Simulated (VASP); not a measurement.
Level of theory: PBEsol GGA, VASP's PBE PAW potentials (set 64) (plane waves; VASP 6.6.1).

Input for VASP

INCAR:
```
! general
SYSTEM  = RuAl
PREC    = Accurate
ENCUT   = 400   ! plane-wave cut-off (eV)
LREAL   = .FALSE.   ! projection in real space or not
LASPH   = .TRUE.

! electronic loop
EDIFF   = 1E-6   ! SCF stop (eV)
NELM    = 100   ! most electronic steps
ALGO    = Normal   ! blocked Davidson
LMAXMIX = 4   ! l cut-off of mixed one-centre charges

! smearing
ISMEAR  = 1
SIGMA   = 0.1   ! width (eV)

! functional
GGA     = PS   ! PBEsol

! ions
IBRION  = 2   ! conjugate gradients
NSW     = 60
ISIF    = 3   ! ions, shape and volume
EDIFFG  = -0.01   ! ionic stop

! output
LWAVE   = .FALSE.
LCHARG  = .FALSE.
```

KPOINTS:
```
Automatic
0
G
  12 12 12
0 0 0
```

### POSCAR
```
RuAl
1
   -0.0000000000     2.4655203554     2.4655203554
    2.4655203554     0.0000000000     2.4655203554
    2.4655203554     2.4655203554    -0.0000000000
Ru Al
1 1
Direct
  0.0000000000   0.0000000000   0.0000000000
  0.5000000000   0.5000000000   0.5000000000
```

POTCAR, in this order: Ru_pv Al (PBE.64 set). Program: vasp_std.

Output

**OSZICAR**
```
       N       E                     dE             d eps       ncg     rms          rms(c)
DAV:   1     0.816197180599E+02    0.81620E+02   -0.82275E+03  1936   0.105E+03
DAV:   2    -0.123817835090E+02   -0.94002E+02   -0.89368E+02  1920   0.289E+02
DAV:   3    -0.141254535537E+02   -0.17437E+01   -0.17020E+01  2020   0.400E+01
DAV:   4    -0.141438891782E+02   -0.18436E-01   -0.18419E-01  2020   0.412E+00
DAV:   5    -0.141443534108E+02   -0.46423E-03   -0.46421E-03  2116   0.563E-01    0.101E+01
DAV:   6    -0.138648924183E+02    0.27946E+00   -0.21424E+00  1836   0.158E+01    0.232E+00
DAV:   7    -0.138192430931E+02    0.45649E-01   -0.20396E-01  1796   0.517E+00    0.218E+00
DAV:   8    -0.138139878105E+02    0.52553E-02   -0.10849E-02  1828   0.749E-01    0.219E-01
DAV:   9    -0.138139422677E+02    0.45543E-04   -0.34541E-04  2040   0.186E-01    0.123E-01
DAV:  10    -0.138139397258E+02    0.25419E-05   -0.27781E-05  1956   0.634E-02    0.205E-02
DAV:  11    -0.138139380022E+02    0.17236E-05   -0.70220E-07  1172   0.974E-03    0.954E-03
DAV:  12    -0.138139376904E+02    0.31181E-06   -0.86417E-08   976   0.300E-03
   1 F= -.13813938E+02 E0= -.13812987E+02  d E =-.138139E+02
       N       E                     dE             d eps       ncg     rms          rms(c)
DAV:   1    -0.138213928755E+02   -0.74549E-02   -0.11153E-01  1772   0.462E+00    0.790E-01
DAV:   2    -0.138148033702E+02    0.65895E-02   -0.48634E-02  1776   0.251E+00    0.330E-01
DAV:   3    -0.138139251522E+02    0.87822E-03   -0.30514E-03  1756   0.619E-01    0.743E-02
DAV:   4    -0.138139201669E+02    0.49853E-05   -0.20249E-04  1796   0.101E-01    0.132E-02
DAV:   5    -0.138139210138E+02   -0.84687E-06   -0.68763E-06  2004   0.274E-02
   2 F= -.13813921E+02 E0= -.13812971E+02  d E =0.166766E-04
       N       E                     dE             d eps       ncg     rms          rms(c)
DAV:   1    -0.138159142660E+02   -0.19941E-02   -0.28172E-02  1772   0.233E+00    0.392E-01
DAV:   2    -0.138142457853E+02    0.16685E-02   -0.12446E-02  1776   0.127E+00    0.164E-01
DAV:   3    -0.138140115316E+02    0.23425E-03   -0.78670E-04  1748   0.314E-01    0.353E-02
DAV:   4    -0.138140071232E+02    0.44084E-05   -0.51442E-05  1792   0.503E-02    0.654E-03
DAV:   5    -0.138140069913E+02    0.13194E-06   -0.17795E-06  1576   0.147E-02
   3 F= -.13814007E+02 E0= -.13813056E+02  d E =-.693009E-04
```

**OUTCAR**
```
------------------------ aborting loop because EDIFF is reached ----------------------------------------
  FORCE on cell =-STRESS in cart. coord.  units (eV):
  Direction    XX          YY          ZZ          XY          YZ          ZX
  --------------------------------------------------------------------------------------
  Total       -0.0008004     -0.0008004     -0.0008004      0.0000000      0.0000000     -0.0000000
  in kB       -0.0428764     -0.0428764     -0.0428764      0.0000000      0.0000000     -0.0000000
  external PRESSURE =      -0.0428764 kB  Pullay stress =       0.0000000 kB
  volume of cell :       29.91
      direct lattice vectors                 reciprocal lattice vectors
    -0.000000000  2.463679140  2.463679140    -0.202948506  0.202948506  0.202948506
     2.463679140  0.000000000  2.463679140     0.202948506 -0.202948506  0.202948506
     2.463679140  2.463679140 -0.000000000     0.202948506  0.202948506 -0.202948506
 POSITION                                       TOTAL-FORCE (eV/Angst)
 -----------------------------------------------------------------------------------
      0.00000      0.00000      0.00000         0.000000      0.000000      0.000000
      2.46368      2.46368      2.46368        -0.000000     -0.000000     -0.000000
 -----------------------------------------------------------------------------------
    total drift:                                0.000000     -0.000000     -0.000000
  FREE ENERGIE OF THE ION-ELECTRON SYSTEM (eV)
  ---------------------------------------------------
  free  energy   TOTEN  =       -13.8140069913 eV

  energy  without entropy=      -13.8111550763  energy(sigma->0) =      -13.81305635

 reached required accuracy - stopping structural energy minimisation
```
(Selected blocks of OUTCAR.)

### CONTCAR
```
RuAl
   1.00000000000000
    -0.0000000000000000    2.4636791398279438    2.4636791398279438
     2.4636791398279438    0.0000000000000000    2.4636791398279438
     2.4636791398279438    2.4636791398279438   -0.0000000000000000
  Ru              Al
     1     1
Direct
     0.0000000000000000    0.0000000000000000    0.0000000000000000
     0.5000000000000000    0.5000000000000000    0.5000000000000000
```

The structure was generated: RuAl was put into the rock salt type (Fm-3m), which need not be its known phase. This run relaxes it. Symmetry was kept, so distortions that lower it aren't found. The start is the result of an earlier pass. The electron count is odd and the run is not spin-polarised, which forces a metal.
